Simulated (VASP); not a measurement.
Data:

```xyz
12
Lattice="4.1714 0.0000 0.0000 0.0000 5.8993 0.0000 0.0000 0.0000 27.4114" Properties=species:S:1:pos:R:3 pbc="T T T"
Pb     0.0000     0.0000     8.4706
Pb     2.0857     2.9496    10.4209
Pb     0.0000     0.0000    12.7009
Pb     2.0857     2.9496    14.7105
Pb     0.0000     0.0000    16.9905
Pb     2.0857     2.9496    18.9408
S      2.0857     0.0000    10.2343
S      0.0000     2.9496     8.6393
S      2.0857     0.0000    14.5230
S      0.0000     2.9496    12.8883
S      2.0857     0.0000    18.7721
S      0.0000     2.9496    17.1771
```

These are PBEsol GGA, VASP's PBE PAW potentials (set 64) (plane waves; VASP) values and carry that method's errors. Run with PREC = Normal, 400 eV cut-off, 5×4×1 Γ-centred mesh, Gaussian smearing of 0.050 eV, potentials Pb_d S.

### Question
Predict the energy per atom (σ→0).

### Answer

| Item | Result |
|---|---|
| energy per atom (σ→0) | -4.627 eV/atom |

The absolute energy has meaning only against runs of the same code, potentials and settings.

The cell is a thin slab with vacuum, built from PbS (rock salt): (110) face.
